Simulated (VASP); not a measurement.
Set up this calculation in VASP 6.6.1, as the native input.

```
Task                   : single point
Functional             : PBE
Potentials or basis    : VASP PAW PBE potentials, release 64 (Ga_d, As)
Cutoff                 : 350 eV
k mesh                 : 10 × 10 × 10
Occupations            : gaussian, width 0.02 eV
Spin                   : no spin polarisation
Further INCAR settings : ALGO = Normal; EDIFF = 1e-07
```

The structure of GaAs lies in POSCAR:

```
GaAs                                    
1.0
    0.0000000000      2.8143155950      2.8143155950
    2.8143155950     -0.0000000000      2.8143155950
    2.8143155950      2.8143155950      0.0000000000
  Ga              As            
     1     1
Direct
     1.0000000000000000    1.0000000000000000    1.0000000000000000
     0.2500000000000000    0.2500000000000000    0.2500000000000000
```

The cell isn't the ideal one: a relaxed cell with its volume scaled by 0.94.

One way to write it, as run:

INCAR

```
ALGO = Normal
EDIFF = 1E-7
ENCUT = 350
GGA = PE
ISIF = 2
ISMEAR = 0
LASPH = True
LCHARG = False
LREAL = False
LWAVE = False
NELM = 100
PREC = Accurate
SIGMA = 0.02
```

KPOINTS

```
k-points
0
Gamma
  10 10 10
```

Potentials or basis: VASP PAW PBE potentials, release 64 (Ga_d, As).

The run is started by

```bash
$ cat potpaw_PBE.64/Ga_d/POTCAR potpaw_PBE.64/As/POTCAR > POTCAR
$ mpirun -np 1 vasp_std > vasp.out
```

It gave:

```json
{
  "Pressure": "4.4 GPa",
  "Band gap on the k mesh": "0.62 eV, direct"
}
```

Caveat: the cutoff is under 1.25 times the usual one of these potentials, so pressure, stress and relaxed cells hold a basis-set (Pulay) error.

Wall time 16 s on 1 thread of Intel(R) Xeon(R) Platinum 8259CL CPU @ 2.50GHz (Skylake/Cascade Lake) (shared host), peak memory 0.14 GiB.
